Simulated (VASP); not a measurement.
Write the native input for VASP 6.6.1 that does the following.

```yaml
Task: single point
Functional: LDA
Potentials_or_basis: VASP PAW LDA potentials, release 64 (Au)
Cutoff: 520 eV
k_mesh: 9 × 9 × 9
Occupations: gaussian, width 0.15 eV
Spin: no spin polarisation
Dipole_correction: no
Further_INCAR_settings: ALGO = Fast; EDIFF = 1e-06; NBANDS = 12
```

The structure of Au lies in POSCAR:

```
Au
1.0
    1.4430568500      0.8331492600      4.2561707600
   -1.4430568500      0.8331492600      4.2561707600
    0.0000000000     -1.6662985200      4.2561707600
Au
1
Direct
    0.0000000000      0.0000000000      0.0000000000
```

This isn't the form of Au at room conditions, which is fcc.

The input as run:

INCAR

```
SYSTEM = Au
  PREC = Accurate
  ENCUT = 520
  EDIFF = 1E-6
  ISMEAR = 0
  SIGMA = 0.15
  LREAL = .False.
  LASPH = .True.
  NELM = 100
  ALGO = Fast
  ISIF = 2
  LWAVE = .False.
  LCHARG = .True.
  GGA = CA
  LELF = .True.
  LVHAR = .True.
  NBANDS = 12
```

KPOINTS

```
Automatic mesh
0
Gamma
  9 9 9
  0 0 0
```

Potentials or basis: VASP PAW LDA potentials, release 64 (Au).

Launch:

```console
$ cat potpaw_LDA.64/Au/POTCAR > POTCAR
$ mpirun -np 1 vasp_std > vasp.out
```

Results of the run:

```json
{
  "Pressure": "-12.8 GPa",
  "Band gap on the k mesh": "none (metal or under the smearing width)"
}
```

Wall time 37 s on 1 thread of AMD EPYC 9R45 96-Core Processor (Zen 5), on a shared host, peak memory 0.16 GiB.
